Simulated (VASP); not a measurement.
VASP ran on this input.

KPOINTS:
```
Regular mesh
0
Gamma
8 8 8
```

### INCAR
```
# general
SYSTEM  =  Li2O
PREC    =  Accurate
ENCUT   =  400
LREAL   =  .FALSE.
LASPH   =  .TRUE.

# electronic loop
EDIFF   =  1E-08
NELM    =  100
ALGO    =  Normal

# smearing
ISMEAR  =  0
SIGMA   =  0.01

# ions
ISIF    =  2

# output
LWAVE   =  .FALSE.
LCHARG  =  .FALSE.
```

### POSCAR
```
Li2O
1
    0.0000000000     2.3512870000     2.3512870000
    2.3512870000     0.0000000000     2.3512870000
    2.3512870000     2.3512870000     0.0000000000
Li O
2 1
Direct
  0.7500000000   0.7500000000   0.7500000000
  0.2500000000   0.2500000000   0.2500000000
  0.0000000000   0.0000000000   0.0000000000
```

POTCAR, in this order: Li_sv O (LDA.64 set). Program: vasp_std.

Translate this LDA calculation to Quantum ESPRESSO's pw.x.

One equivalent input (not run):
```
&CONTROL
  calculation = 'scf'
  pseudo_dir = './pseudo'
  outdir = './out'
  tprnfor = .true.
  tstress = .true.
/
&SYSTEM
  ibrav = 0
  nat = 3
  ntyp = 2
  ecutwfc = 84
  occupations = 'smearing'
  smearing = 'gaussian'
  degauss = 0.000735
  input_dft = 'pz'
/
&ELECTRONS
  conv_thr = 7.3e-10
  electron_maxstep = 100
/
ATOMIC_SPECIES
  Li 6.940 Li.upf
  O 15.999 O.upf
CELL_PARAMETERS angstrom
     0.0000000    2.3512870    2.3512870
     2.3512870    0.0000000    2.3512870
     2.3512870    2.3512870    0.0000000
ATOMIC_POSITIONS crystal
  Li   0.7500000  0.7500000  0.7500000
  Li   0.2500000  0.2500000  0.2500000
  O    0.0000000  0.0000000  0.0000000
K_POINTS automatic
  8 8 8 0 0 0
```
What does not carry over: the potentials are each code's own (VASP's PAW set, PseudoDojo norm-conserving files in pw.x), so ENCUT and ecutwfc are chosen apart and not converted; conv_thr bounds pw.x's estimated SCF error, while EDIFF bounds the energy change between steps.

The structure comes from a computed database's Li2O entry; how it stands against other phases isn't given here. The cell was not relaxed at this level. The run is one of a series of settings (EDIFF = 1E-08 against the base run), some of them coarse on purpose.
